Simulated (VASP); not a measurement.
Input:

```yaml
crystal:
  lattice:
    - [4.10825, 0.00000, 0.00000]
    - [0.00000, 4.10825, 0.00000]
    - [0.00000, 0.00000, 4.10825]
  atoms:
    - { symbol: K, position: [0.00000, 0.00000, 0.00000] }
    - { symbol: Mg, position: [0.50000, 0.50000, 0.50000] }
    - { symbol: F, position: [0.50000, 0.00000, 0.50000] }
    - { symbol: F, position: [0.00000, 0.50000, 0.50000] }
    - { symbol: F, position: [0.50000, 0.50000, 0.00000] }
```

Calculation: revPBE GGA, VASP's PBE PAW potentials (set 64) (plane waves; VASP). Run with 520 eV cut-off, 6×6×6 Γ-centred mesh, tetrahedra with Blöchl corrections, potentials K_sv Mg F.

The cores are frozen, which limits the accuracy of field gradients.

Task: Give the principal components of the electric field gradient (V/Å²) and the asymmetry η at each nucleus.

Result: 
| atom | Vxx | Vyy | Vzz | η |
|---|---|---|---|---|
| K1 | 0.0 | 0.0 | 0.0 | - |
| Mg2 | 0.0 | 0.0 | 0.0 | - |
| F3 | -26.4 | -26.4 | 52.8 | 0.00 |
| F4 | -26.4 | -26.4 | 52.8 | 0.00 |
| F5 | -26.4 | -26.4 | 52.8 | 0.00 |

The compound is KMgF3 in the cubic perovskite structure. It was relaxed first, which changed the volume by +9 %.
